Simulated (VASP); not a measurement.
```xyz
1
Lattice="-1.9529 1.9529 1.9529 1.9529 -1.9529 1.9529 1.9529 1.9529 -1.9529" Properties=species:S:1:pos:R:3 pbc="T T T"
Bi    -1.9529     1.9529     1.9529
```

The numbers are results of PBEsol GGA with spin-orbit coupling, VASP's PBE PAW potentials (set 64) (plane waves; VASP), not measurements. Settings: 400 eV cut-off, 12×12×12 Γ-centred mesh, Gaussian smearing of 0.050 eV, potentials Bi_d.

### Question
Give the energies of bands 13 to 21 at the high-symmetry points, in eV from the Fermi level.

### Answer

```json
[
 {"band": "13", "Γ": "3.11", "H": "-3.12", "N": "-5.34", "P": "-3.37"},
 {"band": "14", "Γ": "3.11", "H": "-3.12", "N": "-5.34", "P": "-3.37"},
 {"band": "15", "Γ": "6.72", "H": "-1.17", "N": "1.45", "P": "-1.91"},
 {"band": "16", "Γ": "6.72", "H": "-1.17", "N": "1.45", "P": "-1.91"},
 {"band": "17", "Γ": "6.72", "H": "-1.17", "N": "3.96", "P": "-1.91"},
 {"band": "18", "Γ": "6.72", "H": "-1.17", "N": "3.96", "P": "-1.91"},
 {"band": "19", "Γ": "9.87", "H": "3.63", "N": "6.28", "P": "14.07"},
 {"band": "20", "Γ": "9.87", "H": "3.63", "N": "6.28", "P": "14.07"},
 {"band": "21", "Γ": "10.63", "H": "3.63", "N": "7.85", "P": "16.15"}
]
```

It has no gap at this level: it comes out as a metal or semimetal.

The structure was generated: Bi was put into the bcc type (Im-3m), which need not be its known phase. It was relaxed first, which changed the volume by -6 %.
